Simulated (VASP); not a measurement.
A convergence study with VASP on ZrN (rock salt): one setting is varied, all else stays as given below, so the limit is that of these other settings. Each run relaxes cell and ions from the cell shown. The basis is that of the starting cell, so low cut-offs carry a Pulay error.

```
CELL_PARAMETERS angstrom
      0.00000     2.29000     2.29000
      2.29000     0.00000     2.29000
      2.29000     2.29000     0.00000
ATOMIC_POSITIONS crystal
  Zr 0.00000 0.00000 0.00000
  N  0.50000 0.50000 0.50000
```

Level of theory: PBE GGA, VASP's PBE PAW potentials (set 64) (plane waves; VASP). The tightest run used: 800 eV cut-off, 11×11×11 Γ-centred mesh, first-order Methfessel-Paxton smearing of 0.10 eV, potentials Zr_sv N.

**Question.** The settings run are ENCUT = 250; ENCUT = 300; ENCUT = 350; ENCUT = 400; ENCUT = 450; ENCUT = 500; ENCUT = 550; ENCUT = 600; ENCUT = 650; ENCUT = 700; ENCUT = 750; ENCUT = 800. From which on does the relaxed volume stay within 0.1 Å³/atom of the tightest run?

**Answer.** From ENCUT = 450 on: it is off by 0.035 there and by no more than 0.1 in any finer run, while ENCUT = 400 is off by 0.141.
```csv
setting,relaxed volume (Å³/atom),E (eV/atom),plane waves,difference judged (Å³/atom)
ENCUT = 250,10.964,-10.3304,225,1.177
ENCUT = 300,11.445,-10.2074,295,0.696
ENCUT = 350,11.769,-10.1749,369,0.372
ENCUT = 400,12.000,-10.1822,448,0.141
ENCUT = 450,12.106,-10.1826,534,0.035
ENCUT = 500,12.138,-10.1820,624,0.004
ENCUT = 550,12.138,-10.1819,725,0.003
ENCUT = 600,12.135,-10.1828,821,0.007
ENCUT = 650,12.134,-10.1837,918,0.007
ENCUT = 700,12.136,-10.1845,1026,0.005
ENCUT = 750,12.138,-10.1850,1139,0.003
ENCUT = 800,12.141,-10.1853,1252,0.000
```

Left out are rungs that failed or repeat a setting and relaxations that didn't move; long series are thinned to 24 rows.

The compound is ZrN in the rock salt structure. The electron count is odd and the run is not spin-polarised, which forces a metal.
